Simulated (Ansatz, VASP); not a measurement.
## Cu (monovacancy in Cu) in two plane-wave programs

Aim: how closely do two programs agree when they are given the same cell, functional and k mesh? Of the first pair: The structure shown is the start of the Ansatz relaxation below; VASP solves that cell, so the two are compared at the walk's first step.

Main program and level: Ansatz 0.2.0; plane waves, with VASP 6.6.1 beside it; single point at LDA.

### 1. The starting structure

The cell holds 63 atoms: 63 Cu. Cell: a = 9.953 Å, b = 9.953 Å, c = 9.953 Å, α = 60.0°, β = 60.0°, γ = 60.0°. It derives from Cu (Cu (Fm-3m)). Nearest the centre at fractional (0.500, 0.500, 0.500): Cu58 at 2.49 Å, Cu46 at 2.49 Å, Cu28 at 2.49 Å, Cu31 at 2.49 Å, Cu40 at 2.49 Å, Cu43 at 2.49 Å, Cu54 at 2.49 Å, Cu57 at 2.49 Å.

### 2. Ansatz: relaxation, LDA

Ansatz runs on its default PAW (the set named soft_2) files.

The two programs are compared at the cell with which this relaxation starts, whose forces are those of its first step.

The input, input.yaml:

```yaml
relax:
  f_tol: 0.02
  max_steps: 80
  escape_saddle: false
crystal:
  lattice:
    - [0.0, 7.03751015, 7.03751015]
    - [7.03751015, 0.0, 7.03751015]
    - [7.03751015, 7.03751015, 0.0]
  atoms:
    - { symbol: Cu, position: [0.0, 0.0, 0.0] }
    - { symbol: Cu, position: [0.0, 0.0, 0.25] }
    - { symbol: Cu, position: [0.0, 0.0, 0.5] }
    - { symbol: Cu, position: [0.0, 0.0, 0.75] }
    - { symbol: Cu, position: [0.0, 0.25, 0.0] }
    - { symbol: Cu, position: [0.0, 0.25, 0.25] }
    - { symbol: Cu, position: [0.0, 0.25, 0.5] }
    - { symbol: Cu, position: [0.0, 0.25, 0.75] }
    - { symbol: Cu, position: [0.0, 0.5, 0.0] }
    - { symbol: Cu, position: [0.0, 0.5, 0.25] }
    - { symbol: Cu, position: [0.0, 0.5, 0.5] }
    - { symbol: Cu, position: [0.0, 0.5, 0.75] }
    - { symbol: Cu, position: [0.0, 0.75, 0.0] }
    - { symbol: Cu, position: [0.0, 0.75, 0.25] }
    - { symbol: Cu, position: [0.0, 0.75, 0.5] }
    - { symbol: Cu, position: [0.0, 0.75, 0.75] }
    - { symbol: Cu, position: [0.25, 0.0, 0.0] }
    - { symbol: Cu, position: [0.25, 0.0, 0.25] }
    - { symbol: Cu, position: [0.25, 0.0, 0.5] }
    - { symbol: Cu, position: [0.25, 0.0, 0.75] }
    - { symbol: Cu, position: [0.25, 0.25, 0.0] }
    - { symbol: Cu, position: [0.25, 0.25, 0.25] }
    - { symbol: Cu, position: [0.25, 0.25, 0.5] }
    - { symbol: Cu, position: [0.25, 0.25, 0.75] }
    - { symbol: Cu, position: [0.25, 0.5, 0.0] }
    - { symbol: Cu, position: [0.25, 0.5, 0.25] }
    - { symbol: Cu, position: [0.25, 0.5, 0.5] }
    - { symbol: Cu, position: [0.25, 0.5, 0.75] }
    - { symbol: Cu, position: [0.25, 0.75, 0.0] }
    - { symbol: Cu, position: [0.25, 0.75, 0.25] }
    - { symbol: Cu, position: [0.25, 0.75, 0.5] }
    - { symbol: Cu, position: [0.25, 0.75, 0.75] }
    - { symbol: Cu, position: [0.5, 0.0, 0.0] }
    - { symbol: Cu, position: [0.5, 0.0, 0.25] }
    - { symbol: Cu, position: [0.5, 0.0, 0.5] }
    - { symbol: Cu, position: [0.5, 0.0, 0.75] }
    - { symbol: Cu, position: [0.5, 0.25, 0.0] }
    - { symbol: Cu, position: [0.5, 0.25, 0.25] }
    - { symbol: Cu, position: [0.5, 0.25, 0.5] }
    - { symbol: Cu, position: [0.5, 0.25, 0.75] }
    - { symbol: Cu, position: [0.5, 0.5, 0.0] }
    - { symbol: Cu, position: [0.5, 0.5, 0.25] }
    - { symbol: Cu, position: [0.5, 0.5, 0.75] }
    - { symbol: Cu, position: [0.5, 0.75, 0.0] }
    - { symbol: Cu, position: [0.5, 0.75, 0.25] }
    - { symbol: Cu, position: [0.5, 0.75, 0.5] }
    - { symbol: Cu, position: [0.5, 0.75, 0.75] }
    - { symbol: Cu, position: [0.75, 0.0, 0.0] }
    - { symbol: Cu, position: [0.75, 0.0, 0.25] }
    - { symbol: Cu, position: [0.75, 0.0, 0.5] }
    - { symbol: Cu, position: [0.75, 0.0, 0.75] }
    - { symbol: Cu, position: [0.75, 0.25, 0.0] }
    - { symbol: Cu, position: [0.75, 0.25, 0.25] }
    - { symbol: Cu, position: [0.75, 0.25, 0.5] }
    - { symbol: Cu, position: [0.75, 0.25, 0.75] }
    - { symbol: Cu, position: [0.75, 0.5, 0.0] }
    - { symbol: Cu, position: [0.75, 0.5, 0.25] }
    - { symbol: Cu, position: [0.75, 0.5, 0.5] }
    - { symbol: Cu, position: [0.75, 0.5, 0.75] }
    - { symbol: Cu, position: [0.75, 0.75, 0.0] }
    - { symbol: Cu, position: [0.75, 0.75, 0.25] }
    - { symbol: Cu, position: [0.75, 0.75, 0.5] }
    - { symbol: Cu, position: [0.75, 0.75, 0.75] }
basis:
  ecutwfc: 420
  xc_grid: 2
hamiltonian:
  xc: lda
kpoints:
  mp_grid: { grid: [3, 3, 3] }
scf:
  occupations: { method: methfessel_paxton, width: 0.1 }
  max_iter: 120
output:
  forces: true
checkpoint:
  write: "../relax.run"
  compress: false
  write_wavefunctions: true
  write_every: 100000
```

On the command line:

```
$ ansatz run input.yaml --threads 4 --pin off --max-ram 14131MiB --backend cpu --events-out ev --progress --plain --runs-dir out
```

Numbers of over 12 decimals in the logs are rounded to 6 here.

What it wrote:

```text
Engine: ansatz 0.2.0, aarch64-unknown-linux-gnu
Pseudopotentials: kind: paw
Pseudopotential: Cu, paw, valence charge 19, recommended cutoff 420 eV (normal), Cu.paw.azcp
Functional definition: SPW92
  exchange = slater_x
  correlation = pw_c
Crystal: 63 atoms, lattice volume = 697.087 Å³
Basis set: ecut = 420 eV, 13635 PW (Γ), exchange–correlation on 144×144×144 points (8 copies of the dense FFT grid, shifted against one another)
Bands: 719, of which v1, the nominal top of the filled ones, is band 599 counted from 1 (598 counted from 0)
Symmetry: 48 space group operations
Space group: Fm-3m (ITA 225), of the structure as read, at distance tolerance 8.9e-5 Å
k-points: 4 of 27
Non-local potential: Cu, projectors of the file, l = 0: 3, l = 1: 2, l = 2: 3, l = 3: 1
PAW form: soft (Blöchl's): semilocal exchange-correlation on the pseudo side does not see the compensation charge
PAW frozen core: Cu, regenerated for the run's functional, and the local potential with it (the file was generated under x = pbe(κ = 0.804, μ = 0.219515), c = pbe(β = 0.066725))
PAW one-centre angular grid: Cu, 590 points (default); XC on 64 Gauss nodes
Initial density: superposition of atomic densities (neutral atoms: chi_scale 0, normalization atom), corrected by the library's trained network
Initial wavefunctions: pseudopotential atomic-orbital guess
Functional: x = slater, c = lda
SCF iter   1: F=—  HF=-413009.287464 eV  |F-HF|=—  |Δ(HF+E_count)|=         —  Δρ=2.39e-2  dr2=1.78e0  ethr=1.77e-3  ⟨swp⟩=5.0  Hψ=9580  notcnv=0  defer=182
preconditioner: auto → Kerker (q_TF=auto, 2.986 Å⁻¹)  [metal: Δε(μ)=0.040 eV  Ē_g=10.626 eV  σ=0.100 eV  W_gap=0.33  n_scr=330 (ndim 8)  ℏωp=37.0 eV  f_vac=0.007  D(μ)=15.06/eV (n_scr^D=88)]
SCF iter   2: F=—  HF=-413008.837636 eV  |F-HF|=—  |Δ(HF+E_count)|=   4.50e-1  S|Δr|=    0.00e0  Δρ=2.42e-3  dr2=2.34e-2  ethr=1.49e-4  ⟨swp⟩=2.0  Hψ=4668  notcnv=0  defer=424
preconditioner: auto → Resta (q_TF=auto, 2.986 Å⁻¹)  ε∞=13.0  [insulator: Δε(μ)=0.083 eV  Ē_g=10.710 eV  σ=0.100 eV  W_gap=0.51  n_scr=330 (ndim 8)  ℏωp=37.0 eV  f_vac=0.007  D(μ)=15.82/eV (n_scr^D=112)  ε∞_Penn≈13.0]
SCF iter   3: F=—  HF=-413008.823963 eV  |F-HF|=—  |Δ(HF+E_count)|=   1.37e-2  S|Δr|=    0.00e0  Δρ=2.45e-3  dr2=1.95e-2  ethr=1.96e-6  ⟨swp⟩=2.0  Hψ=3782  notcnv=0  defer=424
SCF iter   4: F=—  HF=-413008.818030 eV  |F-HF|=—  |Δ(HF+E_count)|=   5.93e-3  S|Δr|=    0.00e0  Δρ=7.68e-4  dr2=1.97e-3  ethr=1.63e-6  ⟨swp⟩=2.0  Hψ=3281  notcnv=0  defer=424
SCF iter   5: F=—  HF=-413008.817117 eV  |F-HF|=—  |Δ(HF+E_count)|=   9.13e-4  S|Δr|=    0.00e0  Δρ=2.19e-4  dr2=2.41e-4  ethr=1.65e-7  ⟨swp⟩=2.0  Hψ=4814  notcnv=0  defer=424
SCF iter   6: F=—  HF=-413008.817087 eV  |F-HF|=—  |Δ(HF+E_count)|=   2.97e-5  S|Δr|=    0.00e0  Δρ=9.48e-5  dr2=3.68e-5  ethr=2.02e-8  ⟨swp⟩=2.0  Hψ=4767  notcnv=0  defer=424
SCF iter   7: F=-413008.817080 eV  HF=-413008.817081 eV  |F-HF|=5.96e-7  |Δ(HF+E_count)|=   6.56e-6  S|Δr|=    0.00e0  Δρ=1.28e-5  dr2=1.52e-6  ethr=8.35e-10  ⟨swp⟩=4.2  Hψ=9348  notcnv=0
SCF 1 converged in 7 iterations: F = -413008.817080 eV  dr2 = 1.52e-6
  greatest PAW one-centre occupation: 1.000 electrons in one spin orbital (limit 2), on the Cu atom at site 57 (counted from 0), in its partial waves of l = 0
relax step   1: F+E_penalty+E_count = -413008.81708016 eV  Δ(F+E_penalty+E_count) = +0.000e0 eV  max|allowed force component| = 1.420e-1 eV/Å  Δτ_max = 0.0000 Å  (7 SCF iters, dr2 threshold 1.00e-5 eV, accepted)
Initial density: handed on by an earlier stage of this run
Initial wavefunctions: those handed on with the density
iter 1 solved again at ethr=2.88e-7 eV; its pass at ethr=3.10e-3 eV (dr2=3.45e-3 eV) is discarded
SCF iter   1: F=—  HF=-413008.838384 eV  |F-HF|=—  |Δ(HF+E_count)|=         —  Δρ=1.05e-3  dr2=3.54e-3  ethr=2.88e-7  ⟨swp⟩=2.5  Hψ=9824  notcnv=0  defer=204
preconditioner: auto → Resta (q_TF=auto, 2.986 Å⁻¹)  ε∞=13.0  [insulator: Δε(μ)=0.082 eV  Ē_g=10.709 eV  σ=0.100 eV  W_gap=0.52  n_scr=330 (ndim 8)  ℏωp=37.0 eV  f_vac=0.007  D(μ)=16.59/eV (n_scr^D=112)  ε∞_Penn≈13.0]
SCF iter   2: F=—  HF=-413008.837261 eV  |F-HF|=—  |Δ(HF+E_count)|=   1.12e-3  S|Δr|=    0.00e0  Δρ=5.83e-4  dr2=1.29e-3  ethr=2.88e-7  ⟨swp⟩=2.0  Hψ=2540  notcnv=0  defer=204
SCF iter   3: F=—  HF=-413008.836685 eV  |F-HF|=—  |Δ(HF+E_count)|=   5.76e-4  S|Δr|=    0.00e0  Δρ=6.61e-5  dr2=4.81e-5  ethr=1.07e-7  ⟨swp⟩=2.0  Hψ=4642  notcnv=0  defer=204
SCF iter   4: F=—  HF=-413008.836312 eV  |F-HF|=—  |Δ(HF+E_count)|=   3.72e-4  S|Δr|=    0.00e0  Δρ=5.75e-5  dr2=2.05e-5  ethr=4.01e-9  ⟨swp⟩=2.0  Hψ=4838  notcnv=0  defer=204
SCF iter   5: F=-413008.836308 eV  HF=-413008.836308 eV  |F-HF|=4.54e-7  |Δ(HF+E_count)|=   3.90e-6  S|Δr|=    0.00e0  Δρ=6.51e-6  dr2=6.93e-7  ethr=1.05e-10  ⟨swp⟩=2.2  Hψ=10158  notcnv=0
SCF 2 converged in 5 iterations: F = -413008.836308 eV  dr2 = 6.93e-7
[...]
--- Relaxed structure (4 steps of the walk, 4 accepted, 0 SCFs on fresh bases) ---
  F+E_penalty+E_count = -413008.85352818 eV   max|allowed force component| = 4.766e-3 eV/Å
  atoms:
    - { symbol: Cu, position: [0, 0, 0] }
    - { symbol: Cu, position: [0, 0, 0.249702] }
    - { symbol: Cu, position: [0, 0, 0.5] }
    - { symbol: Cu, position: [0, 0, 0.750298] }
    - { symbol: Cu, position: [0.0, 0.249702, 0.0] }
    - { symbol: Cu, position: [-0.000718995, 0.250280, 0.250280] }
    - { symbol: Cu, position: [-0.000718995, 0.250280, 0.500159] }
    - { symbol: Cu, position: [1.3877787807814457e-17, 0.249702, 0.750298] }
    - { symbol: Cu, position: [0.0, 0.5, 0.0] }
    - { symbol: Cu, position: [-0.000718995, 0.500159, 0.250280] }
    - { symbol: Cu, position: [0.0, 0.5, 0.5] }
    - { symbol: Cu, position: [0.000718995, 0.499841, 0.749720] }
    - { symbol: Cu, position: [0.0, 0.750298, 0.0] }
    - { symbol: Cu, position: [0.0, 0.750298, 0.249702] }
    - { symbol: Cu, position: [0.000718995, 0.749720, 0.499841] }
    - { symbol: Cu, position: [0.000718995, 0.749720, 0.749720] }
    - { symbol: Cu, position: [0.249702, 0.0, 0.0] }
    - { symbol: Cu, position: [0.250280, -0.000718995, 0.250280] }
    - { symbol: Cu, position: [0.250280, -0.000718995, 0.500159] }
    - { symbol: Cu, position: [0.249702, 1.3877787807814457e-17, 0.750298] }
    - { symbol: Cu, position: [0.250280, 0.250280, -0.000718995] }
    - { symbol: Cu, position: [0.25, 0.25, 0.25] }
    - { symbol: Cu, position: [0.250280, 0.250280, 0.500159] }
    - { symbol: Cu, position: [0.250574, 0.250574, 0.749426] }
[...]
- { symbol: Cu, position: [0.749720, 0.499841, 0.000718995] }
    - { symbol: Cu, position: [0.747322, 0.500000, 0.252678] }
    - { symbol: Cu, position: [0.747322, 0.5, 0.500000] }
    - { symbol: Cu, position: [0.749720, 0.499841, 0.749720] }
    - { symbol: Cu, position: [0.749720, 0.749720, 0.000718995] }
    - { symbol: Cu, position: [0.749426, 0.749426, 0.250574] }
    - { symbol: Cu, position: [0.749720, 0.749720, 0.499841] }
    - { symbol: Cu, position: [0.75, 0.75, 0.75] }
```

The column dr2 measures how far the density is from self-consistency, as an energy; F and HF (Harris–Foulkes) agree once it is small.

### 3. VASP: single point, LDA, start cell, pair 1

The same cell, functional (in two slightly different forms), mesh and smearing now go to VASP, with its own data sets.

Lines of VASP's logs that name or quote its potential files are left out, and so is its time.

The input, INCAR:

```
SYSTEM = Cu
PREC = Accurate
ENCUT = 520
EDIFF = 1E-06
NELM = 120
ISMEAR = 1
SIGMA = 0.1
LREAL = Auto
ALGO = Normal
GGA = PW92
NBANDS = 408
LASPH = .TRUE.
LORBIT = 11
LWAVE = .FALSE.
LCHARG = .FALSE.
ISIF = 2
GGA_COMPAT = .FALSE.
KPAR = 4
```

The input, POSCAR:

```
Cu
1.0
    0.0000000000      7.0375101474      7.0375101474
    7.0375101474      0.0000000000      7.0375101474
    7.0375101474      7.0375101474      0.0000000000
Cu
63
Direct
    0.0000000000      0.0000000000      0.0000000000
    0.0000000000      0.0000000000      0.2500000052
    0.0000000000      0.0000000000      0.5000000000
    0.0000000000      0.0000000000      0.7499999948
    0.0000000000      0.2500000052      0.0000000000
    0.9999999974      0.2500000026      0.2500000026
    0.9999999974      0.2500000026      0.4999999974
    1.0000000000      0.2500000052      0.7499999948
    0.0000000000      0.5000000000      0.0000000000
    0.9999999974      0.4999999974      0.2500000026
    0.0000000000      0.5000000000      0.5000000000
    0.0000000026      0.5000000026      0.7499999974
    0.0000000000      0.7499999948      0.0000000000
    1.0000000000      0.7499999948      0.2500000052
    0.0000000026      0.7499999974      0.5000000026
    0.0000000026      0.7499999974      0.7499999974
    0.2500000052      0.0000000000      0.0000000000
    0.2500000026      0.9999999974      0.2500000026
    0.2500000026      0.9999999974      0.4999999974
    0.2500000052      1.0000000000      0.7499999948
    0.2500000026      0.2500000026      0.9999999974
    0.2500000000      0.2500000000      0.2500000000
    0.2500000026      0.2500000026      0.4999999974
    0.2500000052      0.2500000052      0.7499999948
    0.2500000026      0.4999999974      0.9999999974
    0.2500000026      0.4999999974      0.2500000026
    0.2500000052      0.5000000000      0.5000000000
    0.2500000052      0.5000000000      0.7499999948
    0.2500000052      0.7499999948      1.0000000000
    0.2500000052      0.7499999948      0.2500000052
    0.2500000052      0.7499999948      0.5000000000
    0.2500000052      0.7499999948      0.7499999948
    0.5000000000      0.0000000000      0.0000000000
    0.4999999974      0.9999999974      0.2500000026
    0.5000000000      0.0000000000      0.5000000000
    0.5000000026      0.0000000026      0.7499999974
    0.4999999974      0.2500000026      0.9999999974
    0.4999999974      0.2500000026      0.2500000026
    0.5000000000      0.2500000052      0.5000000000
    0.5000000000      0.2500000052      0.7499999948
    0.5000000000      0.5000000000      0.0000000000
    0.5000000000      0.5000000000      0.2500000052
    0.5000000000      0.5000000000      0.7499999948
    0.5000000026      0.7499999974      0.0000000026
    0.5000000000      0.7499999948      0.2500000052
    0.5000000000      0.7499999948      0.5000000000
    0.5000000026      0.7499999974      0.7499999974
    0.7499999948      0.0000000000      0.0000000000
    0.7499999948      1.0000000000      0.2500000052
    0.7499999974      0.0000000026      0.5000000026
    0.7499999974      0.0000000026      0.7499999974
    0.7499999948      0.2500000052      1.0000000000
    0.7499999948      0.2500000052      0.2500000052
    0.7499999948      0.2500000052      0.5000000000
    0.7499999948      0.2500000052      0.7499999948
    0.7499999974      0.5000000026      0.0000000026
    0.7499999948      0.5000000000      0.2500000052
    0.7499999948      0.5000000000      0.5000000000
    0.7499999974      0.5000000026      0.7499999974
    0.7499999974      0.7499999974      0.0000000026
    0.7499999948      0.7499999948      0.2500000052
    0.7499999974      0.7499999974      0.5000000026
    0.7500000000      0.7500000000      0.7500000000
```

The input, KPOINTS:

```
Automatic mesh
0
Gamma
3 3 3
0 0 0
```

The projector-augmented-wave data sets are Cu (LDA family, release 64).

On the command line:

```
$ mpirun -np 8 vasp_std
```

What it wrote:

```text
[banner, memory and clock lines left out]
running    8 mpi-ranks, on    1 nodes
[...]
|                                                                             |
|           W    W    AA    RRRRR   N    N  II  N    N   GGGG   !!!           |
|           W    W   A  A   R    R  NN   N  II  NN   N  G    G  !!!           |
|           W    W  A    A  R    R  N N  N  II  N N  N  G       !!!           |
|           W WW W  AAAAAA  RRRRR   N  N N  II  N  N N  G  GGG   !            |
|           WW  WW  A    A  R   R   N   NN  II  N   NN  G    G                |
|           W    W  A    A  R    R  N    N  II  N    N   GGGG   !!!           |
|                                                                             |
|     For optimal performance we recommend to set                             |
|       NCORE = 2 up to number-of-cores-per-socket                            |
|     NCORE specifies how many cores store one orbital (NPAR=cpu/NCORE).      |
|     This setting can greatly improve the performance of VASP for DFT.       |
[...]
|                                                                             |
|     You enforced a specific xc type in the INCAR file but a different       |
|     [... a line on the potential file left out ...]
|     I HOPE YOU KNOW WHAT YOU ARE DOING!                                     |
|                                                                             |

 LDA part: xc-table for (Slater(with rela. corr.)+PW92), standard interpolation
 POSCAR, INCAR and KPOINTS ok, starting setup
[...]
entering main loop
       N       E                     dE             d eps       ncg     rms          rms(c)
DAV:   1     0.846278200623E+04    0.84628E+04   -0.26066E+05  3264   0.314E+03
DAV:   2     0.155843377907E+04   -0.69043E+04   -0.66857E+04  3264   0.741E+02
DAV:   3    -0.154013219942E+03   -0.17124E+04   -0.16239E+04  3264   0.342E+02
DAV:   4    -0.351298129409E+03   -0.19728E+03   -0.18008E+03  3440   0.148E+02
[...]
DAV:  18    -0.294664075385E+03   -0.25222E-05   -0.37871E-05  3792   0.409E-02    0.965E-03
DAV:  19    -0.294664074854E+03    0.53107E-06   -0.11761E-05  3360   0.302E-02    0.480E-03
DAV:  20    -0.294664074547E+03    0.30642E-06   -0.21566E-06  2096   0.122E-02
   1 F= -.29466407E+03 E0= -.29467386E+03  d E =0.293488E-01
```

From OUTCAR (step 3):

```text
  Total       -1.3991141     -1.3991141     -1.3991141      0.0000000      0.0000000     -0.0000000
  in kB       -3.2157082     -3.2157082     -3.2157082      0.0000000      0.0000000     -0.0000000
  external PRESSURE =      -3.2157082 kB  Pullay stress =       0.0000000 kB

 POSITION                                       TOTAL-FORCE (eV/Angst)
 -----------------------------------------------------------------------------------
      0.00000      0.00000      0.00000        -0.000000      0.000000     -0.000000
      1.75938      1.75938      0.00000        -0.032636     -0.032636     -0.000000
      3.51876      3.51876      0.00000        -0.000000      0.000000     -0.000000
      5.27813      5.27813      0.00000         0.032636      0.032636     -0.000000
      1.75938      0.00000      1.75938        -0.032636      0.000000     -0.032636
      3.51876      8.79689      8.79689         0.021003     -0.013387     -0.013387
      5.27813     10.55627      8.79689         0.013387     -0.021003     -0.013387
      7.03751      5.27813      1.75938        -0.000000      0.032636     -0.032636
      3.51876      0.00000      3.51876        -0.000000      0.000000     -0.000000
      5.27813      8.79689     10.55627         0.013387     -0.013387     -0.021003
      7.03751      3.51876      3.51876        -0.000000      0.000000     -0.000000
      8.79689      5.27813      3.51876        -0.013387      0.013387      0.021003
      5.27813      0.00000      5.27813         0.032636      0.000000      0.032636
      7.03751      1.75938      5.27813        -0.000000     -0.032636      0.032636
[...]
-----------------------------------------------------------------------------------
    total drift:                               -0.000000      0.000000     -0.000000

  FREE ENERGIE OF THE ION-ELECTRON SYSTEM (eV)
  ---------------------------------------------------
  free  energy   TOTEN  =      -294.6640745474 eV

  energy  without entropy=     -294.6934233528  energy(sigma->0) =     -294.67385748

[... 1 further part left out ...]
```

The run ends at a pressure of -0.32 GPa, with forces up to 0.21 eV/Å.

### 4. Differences

Known differences besides the potentials themselves: the data sets hold 1197 valence electrons in Ansatz (on its default PAW (the set named soft_2) files) and 693 in VASP; the cutoff is 420 eV in Ansatz and 520 eV in VASP (PREC = Accurate, projectors in real space); VASP's log shows a relativistic correction to its local exchange, Ansatz's none. Total energies have different zeros and are not compared.

Forces on 10 of the 63 atoms, those with the largest forces and the largest differences (eV/Å; atoms numbered as in POSCAR):

```
atom         Ansatz x, y, z           VASP x, y, z
Cu24    0.000, 0.000, 0.074    0.000, 0.000, 0.063
Cu27    0.000, 0.142, 0.142    0.000, 0.146, 0.146
Cu28   -0.142, 0.000, 0.142   -0.146, 0.000, 0.146
Cu30    0.000, 0.074, 0.000    0.000, 0.063, 0.000
Cu31   -0.142, 0.142, 0.000   -0.146, 0.146, 0.000
Cu32   -0.074, 0.000, 0.000   -0.063, 0.000, 0.000
Cu40   0.000, -0.142, 0.142   0.000, -0.146, 0.146
Cu42    0.142, 0.142, 0.000    0.146, 0.146, 0.000
Cu43  -0.142, -0.142, 0.000  -0.146, -0.146, 0.000
Cu45   0.000, 0.142, -0.142   0.000, 0.146, -0.146
```

The forces differ by 2.9 meV/Å r.m.s., which is 5.2 % of the r.m.s. force of 0.055 eV/Å (both taken over all components).

(Continued in part 2 of 2.)

[Lines on the potential files, build, host, timing and source positions are cut from VASP's logs without a mark.]

[Logs are printed without paths, hosts, clocks, repeated set-up lines and the standing remarks that a program may print on its own settings, such as how far it seeks lower states.]

[Hosts, paths, dates, database ids (printed as entryN), source tags and the programs' standing remarks are cut or masked in the printed files.]
